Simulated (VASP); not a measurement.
# Zn15NiO16 (a cell with a defect) in VASP: notebook, part 2 of 2

VASP 6.6.1. Earlier steps stand in the parts before.

**4. Single point, PBEsol+U, collinear spin, ferromagnetic start**

The input, INCAR:

```
SYSTEM = Zn15NiO16
PREC = Accurate
ENCUT = 450
EDIFF = 1E-5
ISMEAR = 0
SIGMA = 0.03
LREAL = Auto
LASPH = .TRUE.
NELM = 120
ALGO = All
ISIF = 2
LWAVE = .FALSE.
LCHARG = .FALSE.
ISPIN = 2
MAGMOM = 3 0 0 0 0 0 0 0 0 0 0 0 0 0 0 0 0 0 0 0 0 0 0 0 0 0 0 0 0 0 0 0
LORBIT = 11
LMAXMIX = 4
LDAU = .TRUE.
LDAUTYPE = 2
LDAUL = 2 -1 -1
LDAUU = 5 0 0
LDAUJ = 0 0 0
LDAUPRINT = 1
GGA = PS
NBANDS = 169
NELECT = 285.0
ISYM = 0
KPAR = 4
```

The input, KPOINTS:

```
Automatic mesh
0
G
  3 3 2
  0 0 0
```

The input, POSCAR:

```
Zn15NiO16
1.0
    6.4988000000      0.0000000000      0.0000000000
   -3.2494000000      5.6281258941      0.0000000000
    0.0000000000      0.0000000000     10.4076000000
Ni Zn O
1 15 16
Direct
    0.1666666667      0.3333333333      0.0000000000
    0.1666666667      0.3333333333      0.5000000000
    0.1666666667      0.8333333333      0.0000000000
    0.1666666667      0.8333333333      0.5000000000
    0.6666666667      0.3333333333      0.0000000000
    0.6666666667      0.3333333333      0.5000000000
    0.6666666667      0.8333333333      0.0000000000
    0.6666666667      0.8333333333      0.5000000000
    0.3333333333      0.1666666667      0.2500000000
    0.3333333333      0.1666666667      0.7500000000
    0.3333333333      0.6666666667      0.2500000000
    0.3333333333      0.6666666667      0.7500000000
    0.8333333333      0.1666666667      0.2500000000
    0.8333333333      0.1666666667      0.7500000000
    0.8333333333      0.6666666667      0.2500000000
    0.8333333333      0.6666666667      0.7500000000
    0.1666666667      0.3333333333      0.1910500000
    0.1666666667      0.3333333333      0.6910500000
    0.1666666667      0.8333333333      0.1910500000
    0.1666666667      0.8333333333      0.6910500000
    0.6666666667      0.3333333333      0.1910500000
    0.6666666667      0.3333333333      0.6910500000
    0.6666666667      0.8333333333      0.1910500000
    0.6666666667      0.8333333333      0.6910500000
    0.3333333333      0.1666666667      0.4410500000
    0.3333333333      0.1666666667      0.9410500000
    0.3333333333      0.6666666667      0.4410500000
    0.3333333333      0.6666666667      0.9410500000
    0.8333333333      0.1666666667      0.4410500000
    0.8333333333      0.1666666667      0.9410500000
    0.8333333333      0.6666666667      0.4410500000
    0.8333333333      0.6666666667      0.9410500000
```

Potentials or basis: VASP PAW PBE potentials, release 64 (Ni, Zn, O).

The run is started by

```console
$ cat potpaw_PBE.64/Ni/POTCAR potpaw_PBE.64/Zn/POTCAR potpaw_PBE.64/O/POTCAR > POTCAR
$ mpirun -np 4 vasp_std > vasp.out
```

OUTCAR:

```text
SYSTEM = Zn15NiO16
   PREC = Accurate
   ENCUT = 450
   EDIFF = 1E-5
   ISMEAR = 0
   LREAL = Auto
   LASPH = .TRUE.
   NELM = 120
   ISIF = 2
   ISPIN = 2
   LORBIT = 11
   GGA = PS
   NELECT = 285.0
   ISYM = 0

 ion  position               nearest neighbor table
   1  0.167  0.333  0.000-  26 1.97  28 1.97  30 1.97  17 1.99
   2  0.167  0.333  0.500-  25 1.97  27 1.97  29 1.97  18 1.99
   3  0.167  0.833  0.000-  28 1.97  26 1.97  32 1.97  19 1.99
   4  0.167  0.833  0.500-  27 1.97  25 1.97  31 1.97  20 1.99
   5  0.667  0.333  0.000-  30 1.97  32 1.97  26 1.97  21 1.99
   6  0.667  0.333  0.500-  29 1.97  31 1.97  25 1.97  22 1.99
[... 24 lines left out ...]
  31  0.833  0.667  0.441-   8 1.97   6 1.97   4 1.97  15 1.99
  32  0.833  0.667  0.941-   7 1.97   5 1.97   3 1.97  16 1.99

IMPORTANT INFORMATION: All symmetrisations will be switched off!
NOSYMM: (Re-)initialisation of all symmetry stuff for point group C_1.

----------------------------------------------------------------------------------------

                                     Primitive cell

  volume of cell :     380.6690

  direct lattice vectors                    reciprocal lattice vectors
     6.498800000  0.000000000  0.000000000     0.153874561  0.088839519  0.000000000
    -3.249400000  5.628125894  0.000000000     0.000000000  0.177679039  0.000000000
     0.000000000  0.000000000 10.407600000     0.000000000  0.000000000  0.096083631

  length of vectors
     6.498800000  6.498800000 10.407600000     0.177679039  0.177679039  0.096083631

  position of ions in fractional coordinates (direct lattice)
     0.166666667  0.333333333  0.000000000
     0.166666667  0.333333333  0.500000000
     0.166666667  0.833333333  0.000000000
     0.166666667  0.833333333  0.500000000
     0.666666667  0.333333333  0.000000000
     0.666666667  0.333333333  0.500000000
[... 24 lines left out ...]
     0.833333333  0.666666667  0.441050000
     0.833333333  0.666666667  0.941050000

  ion indices of the primitive-cell ions
   primitive index   ion index
                 1           1
                 2           2
                 3           3
                 4           4
                 5           5
                 6           6
[... 24 lines left out ...]
                31          31
                32          32

----------------------------------------------------------------------------------------

 KPOINTS: Automatic mesh

Automatic generation of k-mesh.
 Grid dimensions read from file:
 generate k-points for:    3    3    2

 Generating k-lattice:

  Cartesian coordinates                     Fractional coordinates (reciprocal lattice)
     0.051291520  0.029613173  0.000000000     0.333333333  0.000000000  0.000000000
     0.000000000  0.059226346  0.000000000     0.000000000  0.333333333  0.000000000
     0.000000000  0.000000000  0.048041816     0.000000000  0.000000000  0.500000000

  Length of vectors
     0.059226346  0.059226346  0.048041816

  Shift w.r.t. Gamma in fractional coordinates (k-lattice)
     0.000000000  0.000000000  0.000000000

 Subroutine IBZKPT returns following result:
 ===========================================

[... 100 lines left out ...]
  o =  0.9792  v =  0.0000  0.0000  0.0000  0.0000  0.0000 -0.2967  0.1075  0.0127  0.9448 -0.0869      0.0000  0.0000  0.0000  0.0000  0.0000  0.0000  0.0000  0.0000  0.0000  0.0000
  o =  0.9795  v =  0.0000  0.0000  0.0000  0.0000  0.0000 -0.0336 -0.7904 -0.1500  0.1345  0.5775      0.0000  0.0000  0.0000  0.0000  0.0000  0.0000  0.0000  0.0000  0.0000  0.0000
  o =  0.9812  v = -0.5229 -0.0687  0.0000  0.8485  0.0426  0.0000  0.0000  0.0000  0.0000  0.0000      0.0000  0.0000  0.0000  0.0000  0.0000  0.0000  0.0000  0.0000  0.0000  0.0000
  o =  0.9813  v = -0.0426  0.8474 -0.0016  0.0687 -0.5248  0.0000  0.0000  0.0000  0.0000  0.0000      0.0000  0.0000  0.0000  0.0000  0.0000  0.0000  0.0000  0.0000  0.0000  0.0000
  o =  1.0009  v = -0.0241 -0.5255 -0.0580 -0.0148 -0.8483  0.0000  0.0000  0.0000  0.0000  0.0000      0.0000  0.0000  0.0000  0.0000  0.0000  0.0000  0.0000  0.0000  0.0000  0.0000
  o =  1.0040  v =  0.8502 -0.0160  0.0420  0.5239 -0.0263  0.0000  0.0000  0.0000  0.0000  0.0000      0.0000  0.0000  0.0000  0.0000  0.0000  0.0000  0.0000  0.0000  0.0000  0.0000
  o =  1.0048  v =  0.0372  0.0285 -0.9974  0.0228  0.0491  0.0000  0.0000  0.0000  0.0000  0.0000      0.0000  0.0000  0.0000  0.0000  0.0000  0.0000  0.0000  0.0000  0.0000  0.0000

 number of electron     285.0000539 magnetization       2.3728822

 Free energy of the ion-electron system (eV)
  ---------------------------------------------------
  ext. energy  EPLUGINS =         0.00000000
  ---------------------------------------------------
  free energy    TOTEN  =      -157.32730160 eV

  energy without entropy =     -157.32477740  energy(sigma->0) =     -157.32603950

 E-fermi :   1.0129     XC(G=0): -11.1456

 val. band max:        1.0107439430   @ k =   0.0000   0.0000   0.5000
 cond. band min:       1.0258959359   @ k =   0.3333   0.0000   0.5000
 fundamental gap:      0.0151519929
 Fermi energy:         1.0128505912

 spin component 1

 k-point     1 :       0.0000    0.0000    0.0000
  band No.  band energies     occupation
      1     -16.8907      1.00000
      2     -16.5592      1.00000
      3     -16.4940      1.00000
      4     -16.3181      1.00000
      5     -16.2711      1.00000
      6     -16.1960      1.00000
[... 1559 lines left out ...]
    153       7.7030      0.00000
    154       7.7092      0.00000
 Fermi energy:         1.0128505912

 spin component 2

 k-point     1 :       0.0000    0.0000    0.0000
  band No.  band energies     occupation
      1     -16.8326      1.00000
      2     -16.4822      1.00000
      3     -16.4600      1.00000
      4     -16.1776      1.00000
      5     -16.1357      1.00000
      6     -16.1316      1.00000
[... 1559 lines left out ...]
    153       7.7332      0.00000
    154       7.7378      0.00000
 [bands above 154 left out]

------------------------ aborting loop because EDIFF is reached ----------------------------------------

  FORCE on cell =-STRESS in cart. coord.  units (eV):
  Direction    XX          YY          ZZ          XY          YZ          ZX
  --------------------------------------------------------------------------------------
  -------------------------------------------------------------------------------------
  Total      -14.5704421    -14.1511140    -13.0518250      0.0075020     -0.0546651     -0.0059787
  in kB      -61.3247440    -59.5598568    -54.9331186      0.0315749     -0.2300771     -0.0251633
  external PRESSURE =     -58.6059064 kB  Pullay stress =       0.0000000 kB

 VOLUME and BASIS-vectors are now :
 -----------------------------------------------------------------------------
  energy-cutoff  :      450.00
  volume of cell :      380.67
      direct lattice vectors                 reciprocal lattice vectors
     6.498800000  0.000000000  0.000000000     0.153874561  0.088839519  0.000000000
    -3.249400000  5.628125894  0.000000000     0.000000000  0.177679039  0.000000000
     0.000000000  0.000000000 10.407600000     0.000000000  0.000000000  0.096083631

 POSITION                                       TOTAL-FORCE (eV/Angst)
 -----------------------------------------------------------------------------------
      0.00000      1.87604      0.00000        -0.009531      0.065082     -0.004157
      0.00000      1.87604      5.20380         0.000329     -0.004072      0.017983
     -1.62470      4.69010      0.00000        -0.091599      0.021213      0.099666
     -1.62470      4.69010      5.20380        -0.008537     -0.001499      0.012009
      3.24940      1.87604      0.00000        -0.004442      0.076240      0.104602
      3.24940      1.87604      5.20380        -0.000140      0.008391      0.014966
[... 24 lines left out ...]
      3.24940      3.75208      4.59027        -0.000353      0.002747     -0.014533
      3.24940      3.75208      9.79407        -0.001025      0.003637     -0.005242
 -----------------------------------------------------------------------------------
    total drift:                               -0.000075      0.000720     -0.004384

  FREE ENERGIE OF THE ION-ELECTRON SYSTEM (eV)
  ---------------------------------------------------
  free  energy   TOTEN  =      -157.3273016012 eV

  energy  without entropy=     -157.3247827991  energy(sigma->0) =     -157.32604220

 total charge

# of ion       s       p       d       tot
------------------------------------------
    1        0.385   0.450   8.132   8.967
    2        0.458   0.489   9.889  10.836
    3        0.458   0.488   9.887  10.833
    4        0.458   0.488   9.889  10.835
    5        0.458   0.489   9.889  10.836
    6        0.458   0.488   9.889  10.835
[... 24 lines left out ...]
   31        1.555   3.425   0.000   4.980
   32        1.554   3.428   0.000   4.982
--------------------------------------------------
tot         32.136  62.579 156.465 251.180

 magnetization (x)

# of ion       s       p       d       tot
------------------------------------------
    1        0.006   0.029   1.786   1.822
    2       -0.000   0.000   0.001   0.001
    3       -0.001   0.001   0.014   0.013
    4       -0.000   0.000   0.001   0.001
    5        0.000   0.001   0.010   0.011
    6       -0.000   0.000   0.001   0.001
[... 24 lines left out ...]
   31        0.000   0.002   0.000   0.002
   32        0.000   0.010   0.000   0.010
--------------------------------------------------
tot          0.014   0.421   1.864   2.299
```

It took 22 min on 4 MPI ranks of Intel Xeon 6975P-C (Granite Rapids), shared host; peak memory 1.9 GiB.

What came out:

| Item | Value |
| --- | --- |
| Free energy | -157.3273 eV |
| Largest force | 0.707 eV/Å |
| Band gap on the k mesh | none (metal or under the smearing width) |
| Net moment | 2.37 μB per cell |
| Site moments | Ni +1.82; Zn +0.00, +0.01; O +0.07, +0.01, +0.00, +0.08, +0.09 μB |
| Valence electrons inside the program's atomic spheres | Ni 8.97; Zn 10.84, 10.83; O 4.98 |

Forces in eV/Å, atoms in the order of the input:
```
Ni  -0.010  0.065 -0.004
Zn   0.000 -0.004  0.018
Zn  -0.092  0.021  0.100
Zn  -0.009 -0.001  0.012
Zn  -0.004  0.076  0.105
Zn   0.000  0.008  0.015
Zn   0.089  0.018  0.099
Zn   0.009 -0.002  0.012
Zn   0.052 -0.019  0.048
Zn   0.004 -0.021 -0.072
Zn  -0.001  0.069  0.074
Zn   0.001 -0.007 -0.100
Zn  -0.053 -0.019  0.049
Zn  -0.002 -0.021 -0.075
Zn   0.000 -0.004  0.040
Zn   0.001 -0.012 -0.011
O    0.002 -0.101 -0.700
O   -0.001  0.029  0.033
O    0.013 -0.004 -0.077
O    0.025  0.019  0.018
O    0.001 -0.020 -0.050
O    0.000 -0.018  0.017
O   -0.012 -0.003 -0.078
O   -0.027  0.019  0.018
O   -0.013  0.005 -0.034
O   -0.497  0.102  0.249
O    0.000 -0.015 -0.048
O    0.015 -0.260  0.147
O    0.013  0.005 -0.034
O    0.497  0.087  0.250
O    0.000  0.003 -0.015
O   -0.001  0.004 -0.005
```

Eigenvalues of the final occupation matrices:
```tsv
site	spin	trace	eigenvalues
site 1 d	1	4.97	0.98 0.98 1.00 1.00 1.00
site 1 d	2	3.18	0.15 0.16 0.91 0.98 0.98
```

Caveat: the k mesh is coarse (spacing up to 0.37 Å⁻¹), so the values aren't converged; the cell is charged against a uniform background, so pressure and absolute levels hang on convention; the cutoff is under 1.25 times the usual one of these potentials, so pressure, stress and relaxed cells hold a basis-set (Pulay) error; the PAW data sets were made with another functional, which shifts forces and pressure a little. The state reached can hang on the start; a lower one may exist.
